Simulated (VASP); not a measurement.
An input for Ansatz (written as the equivalent of a VASP run, and not itself run):

Ansatz 0.2 input:
```yaml
crystal:
  lattice:
    - [0.0000000, 2.0313832, 2.0313832]
    - [2.0313832, 0.0000000, 2.0313832]
    - [2.0313832, 2.0313832, 0.0000000]
  atoms:
    - { symbol: Au, position: [0.0000000, 0.0000000, 0.0000000] }
kpoints:
  mp_grid: { grid: [15, 15, 15] }
hamiltonian:
  xc: pbe
  dispersion: d4
  pseudopotentials: { kind: paw }
scf:
  occupations: { method: methfessel_paxton, width: 0.1 }
  max_iter: 100
output: { forces: true, stress: true, eigenvalues: true }
```

Question: Write the VASP files for the same calculation (PBE-D4).

Answer: Several could match; the one computed here: 
File KPOINTS:
```
kpoints
0
G
15 15 15
0 0 0
```

INCAR:
```
! general
SYSTEM   =  Au
PREC     =  Accurate
ENCUT    =  520
LREAL    =  .False.
LASPH    =  .True.   ! aspherical one-centre terms

! electronic loop
EDIFF    =  1E-7
NELM     =  100   ! most electronic steps
ALGO     =  Normal   ! blocked Davidson
LMAXMIX  =  6   ! l cut-off of mixed one-centre charges

! smearing
ISMEAR   =  1   ! Methfessel-Paxton
SIGMA    =  0.1

! functional
GGA      =  PE
IVDW     =  13

! ions
ISIF     =  2

! output
LWAVE    =  .False.
LCHARG   =  .False.
```

POSCAR:
```
Au
1.0
  0.0000000000   2.0313831917   2.0313831917
  2.0313831917   0.0000000000   2.0313831917
  2.0313831917   2.0313831917   0.0000000000
Au
1
Cartesian
  0.0000000000   0.0000000000   0.0000000000
```

POTCAR, in this order: Au (PBE.64 set). Program: vasp_std.

Limits of the translation: each code has its own PAW files, so the cut-off isn't converted (ENCUT is set for VASP's; basis.ecutwfc is left out, and Ansatz then takes the one that its files recommend); Ansatz stops its SCF on the density residual and VASP on the energy change (EDIFF).

The compound is Au in the fcc structure. This cell is one point of a volume scan, at 0.97 of the reference volume.
